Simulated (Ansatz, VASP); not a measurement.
# Ba: VASP beside Ansatz, part 2 of 2

Wanted: the spread between two codes on one cell, functional and k mesh. The structure shown is the end of the Ansatz relaxation below.

VASP 6.6.1 and Ansatz 0.2.0.

So far: Set-up; Ansatz: relaxation, LDA.

### Step 3. VASP: single point, LDA

Level of this step: LDA; plane waves and PAW (Ba_sv) (VASP).

The same cell, functional (in two slightly different forms), mesh and smearing now go to VASP, with its own data sets.

Lines of VASP's logs that name or quote its potential files are left out, and so is its time.

INCAR reads:

```
SYSTEM = Ba
PREC = Accurate
ENCUT = 400
EDIFF = 1E-06
NELM = 120
ISMEAR = 1
SIGMA = 0.15
LREAL = .FALSE.
ALGO = Normal
GGA = CA
NBANDS = 31
LORBIT = 11
LWAVE = .FALSE.
LCHARG = .FALSE.
ISIF = 2
LDIPOL = .TRUE.
IDIPOL = 3
DIPOL = 0.5 0.5 0.261
LVHAR = .TRUE.
LASPH = .TRUE.
GGA_COMPAT = .FALSE.
NELMDL = -8
KPAR = 2
```

POSCAR reads:

```
Ba
1.0
    2.3015134773      3.4258914366      0.0000000000
   -2.3015134773      3.4258914366      0.0000000000
    0.0000000000      0.0000000000     52.1974011064
Ba
5
Direct
    0.0000000000      0.0000000000      0.1311883951
    0.5000000000      0.5000000000      0.1954043717
    0.0000000000      0.0000000000      0.2605369178
    0.5000000000      0.5000000000      0.3256694639
    0.0000000000      0.0000000000      0.3898854405
```

KPOINTS reads:

```
Automatic mesh
0
Gamma
8 8 1
0 0 0
```

Potentials, in the order of the species: Ba_sv (LDA family, release 64).

Started as:

```console
> mpirun -np 2 vasp_std
```

Numbers of over 12 decimals in the logs are rounded to 6 here.

What it wrote:

```text
[banner, memory and clock lines left out]
running    2 mpi-ranks, on    1 nodes
 distrk:  each k-point on    1 cores,    2 groups
 distr:  one band on    1 cores,    1 groups

 POSCAR found type information on POSCAR Ba
 POSCAR found :  1 types and       5 ions
 LDA part: xc-table for (Slater(with rela. corr.)+CA(PZ))
 , standard interpolation
|                                                                             |
|           W    W    AA    RRRRR   N    N  II  N    N   GGGG   !!!           |
|           W    W   A  A   R    R  NN   N  II  NN   N  G    G  !!!           |
|           W    W  A    A  R    R  N N  N  II  N N  N  G       !!!           |
|           W WW W  AAAAAA  RRRRR   N  N N  II  N  N N  G  GGG   !            |
|           WW  WW  A    A  R   R   N   NN  II  N   NN  G    G                |
|           W    W  A    A  R    R  N    N  II  N    N   GGGG   !!!           |
|                                                                             |
|     One of the lattice vectors is very long (>50 A), but AMIN is rather     |
|     large. This can spoil convergence since charge sloshing might occur     |
|     along the long lattice vector. If problems with convergence are         |
|     observed, try to decrease AMIN to a smaller value (e.g. 0.01).          |
|     Note: This warning only applies if the self-consistency cycle is        |
|     used.                                                                   |
|                                                                             |

 POSCAR, INCAR and KPOINTS ok, starting setup
 FFT: planning ... GRIDC
 FFT: planning ... GRID_SOFT
 FFT: planning ... GRID
 WAVECAR not read
 entering main loop
       N       E                     dE             d eps       ncg     rms          rms(c)
DAV:   1     0.476819058500E+03    0.47682E+03   -0.15993E+04  1534   0.934E+02
DAV:   2     0.508012759932E+02   -0.42602E+03   -0.42068E+03  1973   0.237E+02
DAV:   3    -0.860085365866E+01   -0.59402E+02   -0.58973E+02  1778   0.943E+01
DAV:   4    -0.117175449973E+02   -0.31167E+01   -0.30855E+01  2013   0.193E+01
DAV:   5    -0.117947335332E+02   -0.77189E-01   -0.76787E-01  2033   0.323E+00
DAV:   6    -0.117977435638E+02   -0.30100E-02   -0.30035E-02  1957   0.509E-01
DAV:   7    -0.117978571329E+02   -0.11357E-03   -0.11342E-03  2047   0.813E-02
DAV:   8    -0.117978660582E+02   -0.89253E-05   -0.89122E-05  1749   0.144E-02    0.502E+00
DAV:   9    -0.120529009301E+02   -0.25503E+00   -0.14682E+01  1876   0.107E+01    0.504E+00
DAV:  10    -0.109168900661E+02    0.11360E+01   -0.14565E+01  1869   0.587E+00    0.293E+00
DAV:  11    -0.104511708647E+02    0.46572E+00   -0.23576E+00  1732   0.413E+00    0.492E-01
DAV:  12    -0.104560527738E+02   -0.48819E-02   -0.23501E-01  1820   0.128E+00    0.404E-01
DAV:  13    -0.104506203879E+02    0.54324E-02   -0.35373E-02  1798   0.649E-01    0.209E-01
DAV:  14    -0.104422810610E+02    0.83393E-02   -0.23229E-02  1699   0.322E-01    0.129E-01
[...]
DAV:  23    -0.104447783119E+02   -0.48954E-04   -0.35358E-06  1220   0.451E-03    0.123E-03
DAV:  24    -0.104448068415E+02   -0.28530E-04   -0.20476E-06  1148   0.233E-03    0.843E-04
DAV:  25    -0.104448195410E+02   -0.12699E-04   -0.57087E-07  1081   0.168E-03    0.472E-04
DAV:  26    -0.104448268183E+02   -0.72774E-05   -0.20544E-07   989   0.102E-03    0.217E-04
DAV:  27    -0.104448309839E+02   -0.41656E-05   -0.12136E-07   931   0.738E-04    0.209E-04
DAV:  28    -0.104448326569E+02   -0.16730E-05   -0.50848E-08   924   0.453E-04    0.114E-04
DAV:  29    -0.104448340335E+02   -0.13765E-05   -0.45082E-08   931   0.429E-04    0.674E-05
DAV:  30    -0.104448344042E+02   -0.37067E-06   -0.15379E-08   910   0.279E-04
   1 F= -.10444834E+02 E0= -.10447844E+02  d E =0.902758E-02
```

From OUTCAR (step 3):

```text
ion  position               nearest neighbor table
   1  0.000  0.000  0.131-   2 4.07   2 4.07
   2  0.500  0.500  0.195-   1 4.07   1 4.07   3 4.11   3 4.11
   3  0.000  0.000  0.261-   4 4.11   4 4.11   2 4.11   2 4.11
   4  0.500  0.500  0.326-   5 4.07   5 4.07   3 4.11   3 4.11
   5  0.000  0.000  0.390-   4 4.07   4 4.07

  LATTYP: Found a base centered orthorhombic cell.
 ALAT       =     4.6030269546
 B/A-ratio  =     1.4885385075
 C/A-ratio  =    11.3397991411

 Subroutine GETGRP returns: Found  8 space group operations
 (whereof  4 operations were pure point group operations)

The static configuration has the point symmetry C_2v.
 The point group associated with its full space group is D_2h.

 Found     21 irreducible k-points:

   k-points           NKPTS =     21   k-points in BZ     NKDIM =     21   number of bands    NBANDS=     31

   dimension x,y,z NGX =    28 NGY =   28 NGZ =  350
   dimension x,y,z NGXF=    56 NGYF=   56 NGZF=  700

   ENCUT  =  400.0 eV  29.40 Ry    5.42 a.u.   6.73  6.73 85.12*2*pi/ulx,y,z

   NELECT =      50.0000    total number of electrons

 k-points in reciprocal lattice and weights: Automatic mesh
   0.00000000  0.00000000  0.00000000       0.016
   0.12500000  0.00000000  0.00000000       0.062
   0.25000000  0.00000000  0.00000000       0.062
   0.37500000  0.00000000  0.00000000       0.062
   0.50000000  0.00000000  0.00000000       0.031
   0.12500000  0.12500000  0.00000000       0.031
   0.25000000  0.12500000  0.00000000       0.062
   0.37500000  0.12500000  0.00000000       0.062
   0.50000000  0.12500000  0.00000000       0.062
[...]
-0.37500000  0.37500000  0.00000000       0.031
   0.50000000  0.50000000  0.00000000       0.016

 dipolmoment           0.000000      0.000000     -0.000004 electrons x Angstroem

 average (electrostatic) potential at core
       1 -41.3374       2 -40.9065       3 -40.9474       4 -40.9065       5 -41.3374

 E-fermi :  -1.0411

 k-point     1 :       0.0000    0.0000    0.0000
  band No.  band energies     occupation
    ...
     21      -3.7265      2.00000
     22      -3.3835      2.00000
     23      -2.8712      2.00000
     24      -2.3823      2.00000
     25      -2.1199      2.00000
     26      -0.6648     -0.00222
     27      -0.6380     -0.00096
     28      -0.1798     -0.00000
     29      -0.0785     -0.00000
     30       0.2027     -0.00000
    ...

 k-point     2 :       0.1250    0.0000    0.0000
  band No.  band energies     occupation
    ...
     21      -3.4575      2.00000
     22      -3.1291      2.00000
     23      -2.6282      2.00000
     24      -2.1263      2.00000
     25      -1.8426      2.00000
     26      -0.6193     -0.00051
     27      -0.5815     -0.00013
     28      -0.2170     -0.00000
     29      -0.1448     -0.00000
     30       0.0092     -0.00000
    ...

 k-point     3 :       0.2500    0.0000    0.0000
  band No.  band energies     occupation
    ...
     21      -2.7767      2.00000
     22      -2.5295      2.00000
     23      -2.1304      2.00000
     24      -1.6656      2.00000
     25      -1.2775      2.04838
     26      -0.6098     -0.00037
     27      -0.5687     -0.00008
     28      -0.3600     -0.00000
     29      -0.3443     -0.00000
     30      -0.2151     -0.00000
    ...

  Total        0.1457559      0.1210662      0.1204351      0.0000000      0.0000000      0.0000000
  in kB        0.2837075      0.2356501      0.2344217      0.0000000      0.0000000      0.0000000
  external PRESSURE =       0.2512598 kB  Pullay stress =       0.0000000 kB

  energy-cutoff  :      400.00
  volume of cell :      823.13
      direct lattice vectors                 reciprocal lattice vectors
     2.301513477  3.425891437  0.000000000     0.217248348  0.145947415  0.000000000
    -2.301513477  3.425891437  0.000000000    -0.217248348  0.145947415  0.000000000
     0.000000000  0.000000000 52.197401106     0.000000000  0.000000000  0.019158042

 POSITION                                       TOTAL-FORCE (eV/Angst)
 -----------------------------------------------------------------------------------
      0.00000      0.00000      6.84769         0.000000      0.000000     -0.011890
      0.00000      3.42589     10.19960         0.000000      0.000000      0.002538
      0.00000      0.00000     13.59935         0.000000      0.000000      0.000000
      0.00000      3.42589     16.99910         0.000000      0.000000     -0.002538
      0.00000      0.00000     20.35101         0.000000      0.000000      0.011890
 -----------------------------------------------------------------------------------
    total drift:                               -0.000000      0.000000     -0.000080

  FREE ENERGIE OF THE ION-ELECTRON SYSTEM (eV)
  ---------------------------------------------------
  free  energy   TOTEN  =       -10.4448344042 eV

  energy  without entropy=      -10.4538619828  energy(sigma->0) =      -10.44784360

 vacuum level on the upper side and lower side of the slab         1.552         1.552

 total charge
# of ion       s       p       d       tot
------------------------------------------
    1        2.083   5.525   0.321   7.929
    2        2.081   5.517   0.355   7.953
    3        2.081   5.522   0.343   7.946
    4        2.081   5.517   0.355   7.953
    5        2.083   5.525   0.321   7.929
--------------------------------------------------
tot         10.408  27.606   1.694  39.709

[... 3 further parts left out ...]
```

Harder data sets than Ba_sv exist (the GW ones), and pressures, volumes and forces can shift noticeably with them.

### Step 4. Comparison

Known differences besides the potentials themselves: the two LDA forms differ slightly; Ansatz cuts the interaction across the vacuum, VASP repeats the sheet with a dipole correction; the cutoff is 420 eV in Ansatz and 400 eV in VASP; VASP's log shows a relativistic correction to its local exchange, Ansatz's none. Total energies have different zeros and are not compared.

At this near-relaxed geometry the largest component of a force difference is 12 meV/Å. With vacuum in the cell, a pressure given here is an average over mostly empty space and none of the material.

### Step 5. Summary of results

* r.m.s. force difference (single point, LDA): 4.4 meV/Å

In words: The r.m.s. force difference is 4.4 meV/Å (single point, LDA), within the 12 meV/Å picked in this series as the mark of a large difference. How closely two codes agree says nothing of how well the functional describes the real material.

[Lines on the potential files, build, host, timing and source positions are cut from VASP's logs without a mark.]

[Logs are printed without paths, hosts, clocks, repeated set-up lines and the standing remarks that a program may print on its own settings, such as how far it seeks lower states.]

[Hosts, paths, dates, database ids (printed as entryN), source tags and the programs' standing remarks are cut or masked in the printed files.]
